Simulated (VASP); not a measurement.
Crystal: NiMoIrPdW.

```
Ni Mo Pd Ir W
1.0
     2.76078    0.00000    0.00000
    -1.38039    2.39090    0.00000
     0.00000    0.00000   11.34051
Ni Mo Pd Ir W
1 1 1 1 1
Cartesian
  0.0000 0.0000 8.0423
  1.3804 0.7970 3.3369
  1.3804 0.7970 10.1952
  0.0000 0.0000 1.2025
  1.3804 0.7970 6.0015
```

The cell was built by a generator and needn't be a form met in nature.

* Program: VASP 6.6.1
* Task: relaxation of cell and atoms
* Functional: PBE
* Dispersion: D3(BJ)
* Potentials or basis: VASP PAW PBE potentials, release 64 (Ni, Mo_sv, Pd, Ir, W_sv)
* Cutoff: 600 eV
* k mesh: 11 × 11 × 3
* Occupations: fermi-dirac, width 0.05 eV
* Spin: collinear spin, ferromagnetic start
* Starting moments: [1.0, 1.0, 0.0, 0.6, 0.0] μB

At the start: pressure -6.2 GPa; volume 14.97 Å³/atom.

Question: How do energy, volume and symmetry change on relaxing?

Answer: Over 36 steps the energy falls by 9.9 meV/atom and the volume is 14.53 Å³/atom (-2.9 %); space group P3m1 (No. 156, to 0.05 Å); moment 0.00 μB per cell.

Step by step:
```csv
step,energy change (eV),largest force (eV/Å),pressure (GPa),volume (Å³)
1,0.0000,0.2684,-6.25,74.86
2,0.1478,0.5890,16.48,68.71
3,-0.0434,0.3811,0.13,72.79
4,-0.0434,0.3827,0.13,72.75
5,0.0028,0.4947,7.87,70.71
6,-0.0434,0.3871,0.48,72.70
7,-0.0483,0.1321,0.28,72.58
8,-0.0486,0.0722,0.29,72.61
9,-0.0489,0.0364,-0.49,72.84
10,-0.0490,0.0421,-0.31,72.77
11,-0.0493,0.0364,-0.07,72.70
12,-0.0494,0.0378,-0.11,72.69
13,-0.0494,0.0136,0.17,72.62
14,-0.0494,0.0225,0.21,72.64
15,-0.0494,0.0264,0.15,72.65
16,-0.0494,0.0114,0.09,72.67
17,-0.0494,0.0094,-0.18,72.67
18,-0.0494,0.0113,0.07,72.67
19,-0.0494,0.0086,0.03,72.67
20,-0.0494,0.0095,0.07,72.67
21,-0.0494,0.0089,-0.11,72.67
22,-0.0494,0.0076,-0.04,72.63
23,-0.0494,0.0103,0.10,72.60
24,-0.0494,0.0104,0.22,72.62
25,-0.0494,0.0100,0.16,72.63
26,-0.0494,0.0072,0.18,72.66
27,-0.0493,0.0114,-0.31,72.76
28,-0.0494,0.0071,-0.14,72.70
29,-0.0494,0.0047,-0.12,72.68
30,-0.0494,0.0057,-0.04,72.67
31,-0.0494,0.0055,-0.09,72.67
32,-0.0494,0.0058,-0.08,72.66
33,-0.0494,0.0063,-0.02,72.66
34,-0.0494,0.0067,0.01,72.66
35,-0.0494,0.0053,0.00,72.66
36,-0.0494,0.0035,0.01,72.66
```

Final structure:
```xyz
5
Lattice="2.7352 0.0000 0.0000 -1.3676 2.3687 0.0000 0.0000 0.0000 11.2147" Properties=species:S:1:pos:R:3 pbc="T T T"
Ni   -1.3676    2.3687    7.9651
Mo    1.3676    0.7896    3.3141
Pd    1.3676    0.7896   10.0789
Ir   -1.3676    2.3687    1.1670
W     1.3676    0.7896    5.9343
```

Caveat: pairwise dispersion overbinds metals, which lowers pressure and volume.
